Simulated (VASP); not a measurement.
These are PBE GGA with D3 dispersion (Becke-Johnson damping), VASP's PBE PAW potentials (set 64) (plane waves; VASP) values and carry that method's errors.

A VASP calculation is set up with these files.

### KPOINTS
```
K-points
0
G
 7 7 7
0 0 0
```

POSCAR:
```
NaI
1
    0.0000000000     3.2350000000     3.2350000000
    3.2350000000     0.0000000000     3.2350000000
    3.2350000000     3.2350000000     0.0000000000
Na I
1 1
Direct
  0.0000000000   0.0000000000   0.0000000000
  0.5000000000   0.5000000000   0.5000000000
```

INCAR:
```
ALGO = Normal
EDIFF = 1E-6
EDIFFG = -0.01
ENCUT = 520
GGA = PE
IBRION = 2
ISIF = 3
ISMEAR = 0
IVDW = 12
LASPH = .True.
LCHARG = .False.
LMAXMIX = 4
LREAL = .False.
LWAVE = .False.
NELM = 100
NSW = 60
PREC = Accurate
SIGMA = 0.05
SYSTEM = NaI
```

POTCAR, in this order: Na_pv I (PBE.64 set). Program: vasp_std.

Problem. What will the output report for the number of irreducible k-points (NKPTS), largest plane-wave count, number of space-group operations, FFT grid (NGX, NGY, NGZ)?

Solution. 
| Item | Value |
|---|---|
| number of irreducible k-points (NKPTS) | 20 |
| largest plane-wave count | 1841 |
| number of space-group operations | 48 |
| FFT grid (NGX, NGY, NGZ) | 36 × 36 × 36 |

The compound is NaI in the rock salt structure. This run relaxes it. Symmetry was kept, so distortions that lower it aren't found.
